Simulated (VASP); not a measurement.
```
CELL_PARAMETERS angstrom
     -1.56459     1.56459     5.29694
      1.56459    -1.56459     5.29694
      1.56459     1.56459    -5.29694
ATOMIC_POSITIONS crystal
  Ir 0.75000 0.75000 0.00000
  Ir 0.50000 0.00000 0.50000
  P  0.16600 0.16600 0.00000
  P  0.91600 0.41600 0.50000
```

Computed with PBE GGA, VASP's PBE PAW potentials (set 64) (plane waves; VASP). Numerical set-up: 300 eV cut-off, 8×8×8 Γ-centred mesh, Fermi-Dirac smearing of 0.10 eV, potentials Ir P.

At this cut-off the stress carries a Pulay error, which pulls relaxed volumes low. Unless said otherwise, spin-orbit coupling is left out, though it shifts the bands of the heavy elements here.

Problem. Predict the energy per atom (σ→0), pressure, largest force, band gap (on the k-mesh) with the smallest direct gap where there is one.

Solution. 
The band gap (on the k-mesh) is none (metal, semimetal or under 0.01 eV). The energy per atom (σ→0) comes out as -666.5 kJ/mol of atoms, the pressure is 36.01 GPa and the largest force is 0.084 eV/Å.

The absolute energy has meaning only against runs of the same code, potentials and settings.

The structure was generated: PIr was put into an ordered model structure, which need not be its known phase. The cell was not relaxed at this level. The k-mesh is coarse (spacing up to 0.35 per Å, 2π included), so the numbers may not be converged in it.
